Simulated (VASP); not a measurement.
# BIr (P-6m2) in VASP: further runs, part 2 of 2

VASP 6.6.1. The steps go on from the part before.

**3. Single point, LDA (strain -0.0500 x Voigt [0, 0, 1, 0, 0, 0], atoms carried along)**

File INCAR:

```
SYSTEM = BIr
PREC     = Accurate       ! precision mode
ENCUT    = 520            ! plane-wave cutoff, eV
EDIFF    = 1E-6           ! SCF threshold, eV
ISMEAR   = 0              ! smearing method
SIGMA    = 0.15           ! smearing width, eV
LREAL    = .False.        ! projectors in reciprocal space
LASPH    = .True.         ! aspherical terms in the spheres
NELM     = 80             ! most SCF steps
ALGO     = Normal         ! electronic algorithm
ISIF     = 2              ! what is computed and relaxed
LWAVE    = .False.        ! write WAVECAR
LCHARG   = .False.        ! write CHGCAR
GGA      = CA             ! functional
NBANDS   = 13             ! bands
```

File KPOINTS:

```
Automatic mesh
0
Gamma
  18 18 18
  0 0 0
```

File POSCAR:

```
BIr
1.0
    3.0421080792      0.0000000000      0.0000000000
   -1.5210540396      2.6345428776      0.0000000000
    0.0000000000      0.0000000000      2.5678236945
B Ir
1 1
Direct
    0.3333333333      0.6666666667      0.5000000000
    0.0000000000      0.0000000000      0.0000000000
```

Potentials or basis: VASP PAW LDA potentials, release 64 (B, Ir).

Launch:

```
$ cat potpaw_LDA.64/B/POTCAR potpaw_LDA.64/Ir/POTCAR > POTCAR
$ mpirun -np 1 vasp_std > vasp.out
```

OUTCAR:

```text
SYSTEM = BIr
   PREC = Accurate
   ENCUT = 520
   EDIFF = 1E-6
   ISMEAR = 0
   LREAL = .False.
   LASPH = .True.
   NELM = 80
   ISIF = 2
   GGA = CA

 ion  position               nearest neighbor table
   1  0.333  0.667  0.500-   2 2.18   2 2.18   2 2.18   2 2.18   2 2.18   2 2.18
   2  0.000  0.000  0.000-   1 2.18   1 2.18   1 2.18   1 2.18   1 2.18   1 2.18

  LATTYP: Found a hexagonal cell.
 ALAT       =     3.0421080792
 C/A-ratio  =     0.8440935127

  Lattice vectors:

 A1 = (   3.0421080792,   0.0000000000,   0.0000000000)
 A2 = (  -1.5210540396,   2.6345428776,   0.0000000000)
 A3 = (   0.0000000000,   0.0000000000,   2.5678236945)

Analysis of symmetry for initial positions (statically):
=====================================================================
 Subroutine PRICEL returns:
 Original cell was already a primitive cell.

 Routine SETGRP: Setting up the symmetry group for a
 hexagonal supercell.

 Subroutine GETGRP returns: Found 12 space group operations
 (whereof 12 operations were pure point group operations)
 out of a pool of 24 trial point group operations.

The static configuration has the point symmetry D_3h.

Analysis of symmetry for dynamics (positions and initial velocities):
=====================================================================
 Subroutine PRICEL returns:
 Original cell was already a primitive cell.

 Routine SETGRP: Setting up the symmetry group for a
 hexagonal supercell.

 Subroutine GETGRP returns: Found 12 space group operations
 (whereof 12 operations were pure point group operations)
 out of a pool of 24 trial point group operations.

The dynamic configuration has the point symmetry D_3h.

 Subroutine INISYM returns: Found 12 space group operations
 (whereof 12 operations are pure point group operations),
 and found     1 'primitive' translations

----------------------------------------------------------------------------------------

                                     Primitive cell

  volume of cell :      20.5800

  direct lattice vectors                    reciprocal lattice vectors
     3.042108079  0.000000000  0.000000000     0.328719419  0.189786245  0.000000000
    -1.521054040  2.634542878  0.000000000     0.000000000  0.379572490  0.000000000
     0.000000000  0.000000000  2.567823694     0.000000000  0.000000000  0.389434836

  length of vectors
     3.042108079  3.042108079  2.567823694     0.379572490  0.379572490  0.389434836

  position of ions in fractional coordinates (direct lattice)
     0.333333333  0.666666667  0.500000000
     0.000000000  0.000000000  0.000000000

  ion indices of the primitive-cell ions
   primitive index   ion index
                 1           1
                 2           2

----------------------------------------------------------------------------------------

 KPOINTS: Automatic mesh

Automatic generation of k-mesh.
 Grid dimensions read from file:
 generate k-points for:   18   18   18

 Generating k-lattice:

[... 23 lines left out ...]
  0.277778  0.000000  0.000000      6.000000
[... 16 lines left out ...]
  0.333333  0.111111  0.000000     12.000000
  0.388889  0.111111  0.000000     12.000000
 [... further k-points ...]
   k-points           NKPTS =    370   k-points in BZ     NKDIM =    370   number of bands    NBANDS=     13
   number of dos      NEDOS =    301   number of ions     NIONS =      2
   total plane-waves  NPLWV =  11520
   dimension x,y,z NGX =    24 NGY =   24 NGZ =   20
   dimension x,y,z NGXF=    48 NGYF=   48 NGZF=   40
   ions per type =               1   1
   NGX,Y,Z   is equivalent  to a cutoff of  13.12, 13.12, 12.95 a.u.
   NGXF,Y,Z  is equivalent  to a cutoff of  26.23, 26.23, 25.90 a.u.
 SYSTEM =  BIr
   PREC   = accura    normal or accurate (medium, high low for compatibility)
   ISTART =      0    job   : 0-new  1-cont  2-samecut
   ICHARG =      2    charge: 1-file 2-atom 10-const
   ISPIN  =      1    spin polarized calculation?
   LNONCOLLINEAR =      F non collinear calculations
   LSORBIT =      F    spin-orbit coupling
   LASPH  =      T    aspherical Exc in radial PAW
   ENCUT  =  520.0 eV  38.22 Ry    6.18 a.u.   5.66  5.66  4.77*2*pi/ulx,y,z
   NELM   =     80;   NELMIN=  2; NELMDL= -5     # of ELM steps
   EDIFF  = 0.1E-05   stopping-criterion for ELM
   LREAL  =      F    real-space projection
   EDIFFG = 0.1E-04   stopping-criterion for IOM
   NSW    =      0    number of steps for IOM
   IBRION =     -1    ionic relax: 0-MD 1-quasi-New 2-CG
   NFREE  =      0    steps in history (QN), initial steepest desc. (CG)
   ISIF   =      2    stress and relaxation
   ISYM   =      2    0-nonsym 1-usesym 2-fastsym
   POTIM  = 0.5000    time-step for ionic-motion
   TEBEG  =    0.0;   TEEND  =   0.0 temperature during run
   PSTRESS=    0.0 pullay stress
   NELECT =      12.0000    total number of electrons
   NUPDOWN=      -1.0000    fix difference up-down
   EMIN   =  10.00;   EMAX   =-10.00  energy-range for DOS
   EFERMI =   0.00;   METHOD = LEGACY
   ISMEAR =     0;   SIGMA  =   0.15  broadening in eV -4-tet -1-fermi 0-gaus
   EFERMI_NEDOS =   21; number of points for ismear=-14 and -15
   IALGO  =     38    algorithm
   IMIX   =      4    mixing-type and parameters
     AMIX     =   0.40;   BMIX     =  1.00
     AMIX_MAG =   1.60;   BMIX_MAG =  1.00
  volume/ion in A,a.u.               =      10.29        69.44
  Fermi-wavevector in a.u.,A,eV,Ry     =   1.367687  2.584555 25.450637  1.870569
  Thomas-Fermi vector in A             =   2.493718
   LORBIT       =      0    0 simple, 1 ext, 2 COOP (PROOUT), +10 PAW based schemes
   GGA     = CA    functional components
   LHFCALC =     F    Hartree Fock is set to
   AEXX    =    0.0000 exact exchange contribution
   IVDW    =     0    specifies the selected vdW correction
   LEPSILON=     F    determine dielectric tensor
   LRPA    =     F    only Hartree local field effects (RPA)
 non-spin polarized calculation
 Gauss-broadening in eV      SIGMA  =   0.15
  energy-cutoff  :      520.00
  volume of cell :       20.58
 maximum number of plane-waves:       573
 NGX is ok and might be reduce to    24
   NGX = 11   NGY = 11   NGZ =  9

 number of electron      12.0000000 magnetization

 Free energy of the ion-electron system (eV)
  ---------------------------------------------------
  ext. energy  EPLUGINS =         0.00000000
  ---------------------------------------------------
  free energy    TOTEN  =       -18.08404098 eV

  energy without entropy =      -18.07728002  energy(sigma->0) =      -18.08066050

 E-fermi :   9.7501     XC(G=0): -13.5318

 val. band max:        9.7299949624   @ k =   0.3889   0.1111   0.3889
 cond. band min:       9.7590715007   @ k =   0.3889   0.1111   0.1111
 fundamental gap:      0.0290765383
 Fermi energy:         9.7501393121

 k-point     1 :       0.0000    0.0000    0.0000
  band No.  band energies     occupation
      1      -3.7227      2.00000
      2       2.8803      2.00000
      3       4.2693      2.00000
      4       4.2693      2.00000
      5       9.0880      2.00000
      6       9.0880      2.00000
      7      13.4964      0.00000
      8      15.7768      0.00000
      9      15.7768      0.00000
     10      17.8135      0.00000
     11      23.9707      0.00000
     12      23.9707      0.00000
     13      25.8674      0.00000
[... 354 lines left out ...]
  band No.  band energies     occupation
      1      -0.4293      2.00000
      2       1.8843      2.00000
      3       4.0618      2.00000
      4       6.6027      2.00000
      5       7.6887      2.00000
      6       8.5708      2.00000
      7       9.4718      1.99131
      8      11.1597      0.00000
      9      17.8355      0.00000
     10      22.5664      0.00000
     11      23.3627      0.00000
     12      26.0118      0.00000
     13      30.1706      0.00000

 [... further k-points ...]

------------------------ aborting loop because EDIFF is reached ----------------------------------------

  FORCE on cell =-STRESS in cart. coord.  units (eV):
  Direction    XX          YY          ZZ          XY          YZ          ZX
  --------------------------------------------------------------------------------------
  -------------------------------------------------------------------------------------
  Total        0.2507572      0.2507572      5.0383968      0.0000000      0.0000000      0.0000000
  in kB       19.5217540     19.5217540    392.2453836      0.0000000      0.0000000      0.0000000
  external PRESSURE =     143.7629639 kB  Pullay stress =       0.0000000 kB

 VOLUME and BASIS-vectors are now :
 -----------------------------------------------------------------------------
  energy-cutoff  :      520.00
  volume of cell :       20.58
      direct lattice vectors                 reciprocal lattice vectors
     3.042108079  0.000000000  0.000000000     0.328719419  0.189786245  0.000000000
    -1.521054040  2.634542878  0.000000000     0.000000000  0.379572490  0.000000000
     0.000000000  0.000000000  2.567823694     0.000000000  0.000000000  0.389434836

 POSITION                                       TOTAL-FORCE (eV/Angst)
 -----------------------------------------------------------------------------------
     -0.00000      1.75636      1.28391        -0.000000      0.000000      0.000000
      0.00000      0.00000      0.00000         0.000000      0.000000      0.000000
 -----------------------------------------------------------------------------------
    total drift:                               -0.000000      0.000000     -0.000000

  FREE ENERGIE OF THE ION-ELECTRON SYSTEM (eV)
  ---------------------------------------------------
  free  energy   TOTEN  =       -18.0840409790 eV

  energy  without entropy=      -18.0772800185  energy(sigma->0) =      -18.08066050
```

Run time: 30 s. Hardware: 1 thread of Intel Xeon Platinum 8488C (Sapphire Rapids), shared host; peak memory 0.22 GiB.

What came out:

| Item | Value |
| --- | --- |
| Free energy | -18.0840 eV |
| Pressure | 14.4 GPa |
| Band gap on the k mesh | none (metal or under the smearing width) |

Levels at points of the mesh, in eV from the Fermi level:
| k point | band 2 | band 3 | band 4 | band 5 | band 6 | band 7 | band 8 | band 9 | band 10 | band 11 |
| --- | --- | --- | --- | --- | --- | --- | --- | --- | --- | --- |
| (0.00, 0.00, 0.00) | -6.87 | -5.48 | -5.48 | -0.66 | -0.66 | 3.75 | 6.03 | 6.03 | 8.06 | 14.22 |
| (0.50, 0.00, 0.00) | -7.84 | -5.69 | -3.24 | -1.90 | -1.03 | 0.10 | 0.99 | 7.94 | 12.62 | 12.95 |
| (0.00, 0.00, 0.50) | -7.24 | -5.00 | -5.00 | -3.40 | -3.40 | 2.97 | 4.69 | 4.69 | 10.15 | 13.99 |
| (0.50, 0.00, 0.50) | -7.22 | -6.40 | -2.97 | -0.80 | -0.61 | 0.77 | 6.61 | 7.24 | 8.62 | 10.73 |

**4. Single point, LDA (strain -0.0750 x Voigt [0, 0, 1, 0, 0, 0], atoms carried along)**

File INCAR:

```
PREC = Accurate ; ENCUT = 520
EDIFF = 1E-6 ; ISMEAR = 0
SIGMA = 0.15 ; LREAL = False
LASPH = True ; NELM = 60
ALGO = Fast ; ISIF = 2
LWAVE = False ; LCHARG = True
LELF = True ; LVHAR = True
NBANDS = 13
```

File KPOINTS:

```
regular mesh
0
Gamma
  18 18 18
```

POSCAR: that of step 3 with these lines changed.

```diff
@@ -4,3 +4,3 @@
    -1.5210540396      2.6345428776      0.0000000000
-    0.0000000000      0.0000000000      2.5678236945
+    0.0000000000      0.0000000000      2.5002493867
 B Ir
```

Potentials or basis: VASP PAW LDA potentials, release 64 (B, Ir).

Launch:

```
$ cat potpaw_LDA.64/B/POTCAR potpaw_LDA.64/Ir/POTCAR > POTCAR
$ mpirun -np 1 vasp_std > vasp.out
```

OUTCAR:

```text
PREC = Accurate
   ENCUT = 520
   EDIFF = 1E-6
   ISMEAR = 0
   LREAL = False
   LASPH = True
   NELM = 60
   ISIF = 2

 ion  position               nearest neighbor table
   1  0.333  0.667  0.500-   2 2.16   2 2.16   2 2.16   2 2.16   2 2.16   2 2.16
   2  0.000  0.000  0.000-   1 2.16   1 2.16   1 2.16   1 2.16   1 2.16   1 2.16

  LATTYP: Found a hexagonal cell.
 ALAT       =     3.0421080792
 C/A-ratio  =     0.8218805255

  Lattice vectors:

 A1 = (   3.0421080792,   0.0000000000,   0.0000000000)
 A2 = (  -1.5210540396,   2.6345428776,   0.0000000000)
 A3 = (   0.0000000000,   0.0000000000,   2.5002493867)

Analysis of symmetry for initial positions (statically):
=====================================================================
 Subroutine PRICEL returns:
 Original cell was already a primitive cell.

 Routine SETGRP: Setting up the symmetry group for a
 hexagonal supercell.

 Subroutine GETGRP returns: Found 12 space group operations
 (whereof 12 operations were pure point group operations)
 out of a pool of 24 trial point group operations.

The static configuration has the point symmetry D_3h.

Analysis of symmetry for dynamics (positions and initial velocities):
=====================================================================
 Subroutine PRICEL returns:
 Original cell was already a primitive cell.

 Routine SETGRP: Setting up the symmetry group for a
 hexagonal supercell.

 Subroutine GETGRP returns: Found 12 space group operations
 (whereof 12 operations were pure point group operations)
 out of a pool of 24 trial point group operations.

The dynamic configuration has the point symmetry D_3h.

 Subroutine INISYM returns: Found 12 space group operations
 (whereof 12 operations are pure point group operations),
 and found     1 'primitive' translations

----------------------------------------------------------------------------------------

[... 121 lines left out ...]
   LEPSILON=     F    determine dielectric tensor
   LRPA    =     F    only Hartree local field effects (RPA)
 non-spin polarized calculation
 RMM-DIIS sequential band-by-band and
 Gauss-broadening in eV      SIGMA  =   0.15
  energy-cutoff  :      520.00
  volume of cell :       20.04
 maximum number of plane-waves:       561
 NGX is ok and might be reduce to    24
   NGX = 11   NGY = 11   NGZ =  9

 number of electron      12.0000001 magnetization

 Free energy of the ion-electron system (eV)
  ---------------------------------------------------
  ext. energy  EPLUGINS =         0.00000000
  ---------------------------------------------------
  free energy    TOTEN  =       -17.89757231 eV

  energy without entropy =      -17.89155133  energy(sigma->0) =      -17.89456182

 E-fermi :  10.0542     XC(G=0): -13.6618

 val. band max:       10.0422883644   @ k =   0.5000   0.0000   0.0556
 cond. band min:      10.0736719838   @ k =   0.3889   0.1111   0.3889
 fundamental gap:      0.0313836193
 Fermi energy:        10.0542176379

 k-point     1 :       0.0000    0.0000    0.0000
  band No.  band energies     occupation
      1      -3.5816      2.00000
      2       2.9187      2.00000
      3       4.3453      2.00000
      4       4.3453      2.00000
      5       9.6657      1.99975
      6       9.6657      1.99975
      7      14.4168      0.00000
      8      16.2877      0.00000
      9      16.2877      0.00000
     10      17.9736      0.00000
     11      24.4229      0.00000
     12      24.4229      0.00000
     13      27.0790      0.00000
[... 354 lines left out ...]
  band No.  band energies     occupation
      1      -0.3149      2.00000
      2       1.9776      2.00000
      3       4.1935      2.00000
      4       7.2672      2.00000
      5       7.8381      2.00000
      6       9.1715      2.00000
      7       9.6263      1.99995
      8      11.5030      0.00000
      9      18.6228      0.00000
     10      23.3010      0.00000
     11      24.0914      0.00000
     12      26.5402      0.00000
     13      30.7295      0.00000

 [... further k-points ...]

------------------------ aborting loop because EDIFF is reached ----------------------------------------

  FORCE on cell =-STRESS in cart. coord.  units (eV):
  Direction    XX          YY          ZZ          XY          YZ          ZX
  --------------------------------------------------------------------------------------
  -------------------------------------------------------------------------------------
  Total        1.0757237      1.0757237      9.0051100      0.0000000      0.0000000      0.0000000
  in kB       86.0098244     86.0098244    720.0064149      0.0000000      0.0000000      0.0000000
  external PRESSURE =     297.3420212 kB  Pullay stress =       0.0000000 kB

 VOLUME and BASIS-vectors are now :
 -----------------------------------------------------------------------------
  energy-cutoff  :      520.00
  volume of cell :       20.04
      direct lattice vectors                 reciprocal lattice vectors
     3.042108079  0.000000000  0.000000000     0.328719419  0.189786245  0.000000000
    -1.521054040  2.634542878  0.000000000     0.000000000  0.379572490  0.000000000
     0.000000000  0.000000000  2.500249387     0.000000000  0.000000000  0.399960102

 POSITION                                       TOTAL-FORCE (eV/Angst)
 -----------------------------------------------------------------------------------
     -0.00000      1.75636      1.25012         0.000000     -0.000000      0.000000
      0.00000      0.00000      0.00000        -0.000000      0.000000      0.000000
 -----------------------------------------------------------------------------------
    total drift:                               -0.000000      0.000000     -0.000000

  FREE ENERGIE OF THE ION-ELECTRON SYSTEM (eV)
  ---------------------------------------------------
  free  energy   TOTEN  =       -17.8975723118 eV

  energy  without entropy=      -17.8915513317  energy(sigma->0) =      -17.89456182
```

It took 37 s on 1 thread of Intel Xeon Platinum 8488C (Sapphire Rapids), shared host; peak memory 0.22 GiB.

Results:

| Quantity | Value |
| --- | --- |
| Free energy | -17.8976 eV |
| Pressure | 29.7 GPa |
| Band gap on the k mesh | none (metal or under the smearing width) |

Caveat: so large a pressure means that the cell lies far from this level's equilibrium, or that cutoff or potentials fall short.

**5. The runs side by side**

```tsv
cell	gap on the mesh (eV)	pressure (GPa)
strain -0.1000 x Voigt [0, 0, 1, 0, 0, 0], atoms carried along	none	48.4
strain -0.0500 x Voigt [0, 0, 1, 0, 0, 0], atoms carried along	none	14.4
strain -0.0750 x Voigt [0, 0, 1, 0, 0, 0], atoms carried along	none	29.7
```

Alike in all rows: task single point; level LDA; potentials or basis VASP PAW LDA potentials, release 64 (B, Ir); no spin polarisation; k mesh 18 × 18 × 18; cutoff (eV) 520; smearing gaussian 0.15 eV.

Caveats: so large a pressure means that the cell lies far from this level's equilibrium, or that cutoff or potentials fall short (some runs).

Total energies depend on the potentials used, so only differences within one code and one set of settings carry meaning.
